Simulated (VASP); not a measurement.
Be2B3:

```
Be B
1.0
     3.21840    0.00000    0.00000
    -1.60920    2.78722    0.00000
     0.00000    0.00000    3.95208
Be B
2 3
Cartesian
  1.6092 0.9291 1.9760
  0.0000 1.8581 0.0000
  0.0000 0.0000 2.9459
  0.0000 0.0000 1.0062
  1.6092 0.9291 0.0000
```

The cell was built by a generator and needn't be a form met in nature.

The cell isn't the ideal one: species swapped into the Fe3Ge2 type (P-6m2, No. 187).

- Program: VASP 6.6.1
- Task: relaxation of cell and atoms
- Functional: PBE
- Potentials or basis: VASP PAW PBE potentials, release 64 (Be, B)
- Cutoff: 600 eV
- k mesh: 6 × 6 × 4
- Occupations: gaussian, width 0.1 eV
- Spin: no spin polarisation

At the start: pressure -1.0 GPa; volume 7.09 Å³/atom.

Problem. Where does the relaxation end?

Solution. Over 7 steps the energy falls by 42.8 meV/atom and the volume is 7.08 Å³/atom (-0.1 %); space group P-6m2 (No. 187, to 0.05 Å).

The path:
```tsv
step	energy change (eV)	largest force (eV/Å)	pressure (GPa)	volume (Å³)
1	0.0000	0.8986	-1.01	35.45
2	-0.2035	0.0367	1.09	35.18
3	-0.2071	0.1941	1.45	35.14
4	-0.2074	0.2628	1.60	35.12
5	-0.2137	0.0085	-0.43	35.48
6	-0.2137	0.0107	-0.45	35.49
7	-0.2141	0.0079	-0.01	35.41
```

Final structure:
```
CELL_PARAMETERS angstrom
3.30838 0.00000 0.00000
-1.65419 2.86514 0.00000
0.00000 0.00000 3.73601
ATOMIC_POSITIONS crystal
Be 0.66667 0.33333 0.50000
Be 0.33333 0.66667 0.00000
B 0.00000 0.00000 0.73566
B 0.00000 0.00000 0.26434
B 0.66667 0.33333 0.00000
```

Caveat: the k mesh is coarse (spacing up to 0.40 Å⁻¹), so the values aren't converged.
